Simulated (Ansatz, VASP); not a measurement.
# Two plane-wave programs on CsLi2

Contents of INCAR:

```
PREC = Accurate
ENCUT = 600
EDIFF = 1E-6
ISMEAR = -1
SIGMA = 0.05
LREAL = False
LASPH = True
NELM = 60
ALGO = Fast
ISIF = 3
LWAVE = False
LCHARG = False
GGA = PS
IBRION = 2
NSW = 60
EDIFFG = -0.005
```

The input KPOINTS:

```
Automatic mesh
0
Gamma
  6 6 3
```

POSCAR

```
CsLi2
1.0
    3.9663300000      0.0000000000      0.0000000000
   -1.9831700000      3.4349500000      0.0000000000
    0.0000000000      0.0000000000     10.0283800000
Cs Li
1 2
Direct
    0.0000000000      0.0000000000      0.0000000000
    0.3333300000      0.6666700000      0.3486300000
    0.3333300000      0.6666700000      0.6513700000
```

The input input.yaml:

```yaml
crystal:
  lattice:
    - [3.96633, 0.0, 0.0]
    - [-1.98317, 3.43495, 0.0]
    - [0.0, 0.0, 10.02838]
  atoms:
    - { symbol: Cs, position: [0.0, 0.0, 0.0] }
    - { symbol: Li, position: [0.33333, 0.66667, 0.34863] }
    - { symbol: Li, position: [0.33333, 0.66667, 0.65137] }
hamiltonian:
  xc: pbesol
  pseudopotentials: { kind: paw }
kpoints:
  mp_grid: { grid: [6, 6, 3] }
scf:
  occupations: { method: fermi_dirac, width: 0.05 }
output:
  forces: true
  stress: true
  eigenvalues: true
  write_density: true
  write_potential: true
  elf: true
  volumetric_format: npy
relax:
  f_tol: 0.01
  max_steps: 40
  cell: { stress_tol: 0.05 }
```

The cell was built by a generator and needn't be a form met in nature.

Alike in both runs: task relaxation of cell and atoms; functional PBEsol; k mesh 6 × 6 × 3; occupations fermi-dirac, width 0.05 eV; no spin polarisation.

|  | VASP | Ansatz |
| --- | --- | --- |
| version | VASP 6.6.1 | Ansatz 0.2.0 |
| potentials or method | VASP PAW PBE potentials, release 64 (Cs_sv, Li_sv) | Ansatz PAW |
| plane-wave cutoff (eV) | 600 | 420 |
| valence electrons in the cell | 15 | 15 |

|  | VASP | Ansatz | Ansatz less VASP |
| --- | --- | --- | --- |
| gap on the k mesh at the Fermi level, each at its own relaxed structure (eV) | none | none | - |
| relaxed volume (Å³/atom) | 41.69 | 42.07 | +0.380 |
| relaxed cell length with the largest relative difference (Å) | 3.828 | 3.842 | +0.0141 |
| energy change over the relaxation (meV/atom) | -4 | -3 | +0.9 |

A gap of «none» marks a metal or a gap that the smearing closes.

Caveats: the cutoff is under 1.25 times the usual one of these potentials, so pressure, stress and relaxed cells hold a basis-set (Pulay) error (VASP); the PAW data sets were made with another functional, which shifts forces and pressure a little (VASP); the plane-wave basis is chosen anew once the cell has moved, so the energies of steps on either side of that aren't comparable (Ansatz); the PAW data sets come from PBE, with cores solved anew for the run's functional, which leaves a small shift of forces and pressure (Ansatz). The runs have no spin-orbit coupling, so splittings on Cs are missing.
